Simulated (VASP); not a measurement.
Crystal: Be2ZnO3.

```
Be Zn O
1.0
     3.92267    0.00000    0.00000
     0.00000    3.92267    0.00000
     0.00000    0.00000    3.89325
Be Zn O
2 1 3
Cartesian
  1.9613 1.9613 0.0000
  0.0000 0.0000 0.0000
  1.9613 1.9613 1.9466
  0.0000 0.0000 1.9466
  0.0000 1.9613 1.9466
  1.9613 0.0000 1.9466
```

The cell was built by a generator and needn't be a form met in nature.

- Program: VASP 6.6.1
- Task: relaxation of cell and atoms
- Functional: PBE
- Potentials or basis: VASP PAW PBE potentials, release 64 (Be, Zn, O)
- Cutoff: 520 eV
- k mesh: 4 × 4 × 4
- Occupations: gaussian, width 0.15 eV
- Spin: no spin polarisation

At the start: pressure 17.6 GPa; volume 9.98 Å³/atom.

How do energy, volume and symmetry change on relaxing?

Over 3 steps the energy falls by 68.1 meV/atom and the volume is 11.39 Å³/atom (+14.1 %); space group P4/mmm (No. 123, to 0.05 Å).

The path:
| step | energy change (eV) | largest force (eV/Å) | pressure (GPa) | volume (Å³) |
| --- | --- | --- | --- | --- |
| 1 | 0.0000 | 0.0000 | 17.60 | 59.91 |
| 2 | -0.3936 | 0.0000 | -1.84 | 69.93 |
| 3 | -0.4085 | 0.0000 | -0.41 | 68.34 |

Final structure:
```
Be Zn O
1.0
     4.09257    0.00000    0.00000
     0.00000    4.09257    0.00000
     0.00000    0.00000    4.08025
Be Zn O
2 1 3
Cartesian
  2.0463 2.0463 0.0000
  0.0000 0.0000 0.0000
  2.0463 2.0463 2.0401
  0.0000 0.0000 2.0401
  0.0000 2.0463 2.0401
  2.0463 0.0000 2.0401
```

Caveat: the k mesh is coarse (spacing up to 0.40 Å⁻¹), so the values aren't converged.
